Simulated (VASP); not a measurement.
Data:

```xyz
2
Lattice="-2.9401 2.9401 1.6009 2.9401 -2.9401 1.6009 2.9401 2.9401 -1.6009" Properties=species:S:1:pos:R:3 pbc="T T T"
Sn     2.9401     0.0000     0.8004
Sn     0.0000     0.0000     0.0000
```

The numbers are results of optB86b-vdW, VASP's PBE PAW potentials (set 64) (plane waves; VASP), not measurements. Settings: 520 eV cut-off, Gaussian smearing of 0.050 eV, potentials Sn_d.

Question: Give the energies of bands 11 to 17 at the high-symmetry points, in eV from the Fermi level.

Answer: 
```
band       Γ      X      M      Z      P      N
----  ------  -----  -----  -----  -----  -----
11    -10.99  -8.80  -7.54  -6.53  -5.99  -6.92
12     -3.77  -8.80  -7.54  -5.59  -5.99  -5.34
13     -1.92   0.60  -4.65  -2.92  -3.41  -2.35
14     -1.92   0.60  -4.65  -2.81  -3.41  -1.65
15      3.14   1.55   4.98  -2.81   3.50  -1.09
16      6.07   1.55   4.98   2.93   3.50   2.35
17      6.07   5.91   9.11   5.54   3.83   2.78
```

It has no gap at this level: it comes out as a metal or semimetal.

The compound is Sn in the beta structure. It was relaxed first.
